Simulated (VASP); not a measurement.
OSZICAR of a VASP run on Nb (bcc):

**OSZICAR**
```
       N       E                     dE             d eps       ncg     rms          rms(c)
DAV:   1     0.119725594251E+03    0.11973E+03   -0.75217E+03  2408   0.130E+03
DAV:   2    -0.465727055599E+01   -0.12438E+03   -0.12135E+03  2540   0.452E+02
DAV:   3    -0.985326490256E+01   -0.51960E+01   -0.49748E+01  3514   0.785E+01
DAV:   4    -0.101227782985E+02   -0.26951E+00   -0.26728E+00  3374   0.164E+01
DAV:   5    -0.101342337326E+02   -0.11455E-01   -0.11443E-01  3644   0.261E+00    0.748E+00
DAV:   6    -0.979724653215E+01    0.33699E+00   -0.68332E-01  3706   0.114E+01    0.269E+00
DAV:   7    -0.976175510196E+01    0.35491E-01   -0.22181E-01  3732   0.652E+00    0.967E-01
DAV:   8    -0.976859786658E+01   -0.68428E-02   -0.14041E-02  2838   0.189E+00    0.469E-02
DAV:   9    -0.976867227126E+01   -0.74405E-04   -0.12662E-03  4078   0.323E-01    0.562E-02
DAV:  10    -0.976869803548E+01   -0.25764E-04   -0.37160E-05  2988   0.990E-02    0.241E-02
DAV:  11    -0.976868848746E+01    0.95480E-05   -0.10088E-05  2664   0.662E-02    0.520E-03
DAV:  12    -0.976868819791E+01    0.28955E-06   -0.38944E-07  3506   0.811E-03    0.240E-03
DAV:  13    -0.976868791524E+01    0.28267E-06   -0.37255E-08  1434   0.335E-03    0.625E-04
DAV:  14    -0.976868789664E+01    0.18603E-07   -0.95722E-09  1376   0.175E-03
   1 F= -.97686879E+01 E0= -.97685531E+01  d E =-.404252E-03
```

Q: Which electronic solver shows in the log?

A: It is blocked Davidson (ALGO = Normal, or the opening steps of other solvers). The INCAR had ALGO = Normal.

Q: Can the final energy be trusted as converged?

A: Self-consistency was reached. It stopped with EDIFF = 1E-7, NELM = 100 (revPBE GGA, plane waves, VASP's PBE PAW potentials (set 64)).

The compound is Nb in the bcc structure. This cell is one point of a volume scan, at 0.94 of the reference volume.
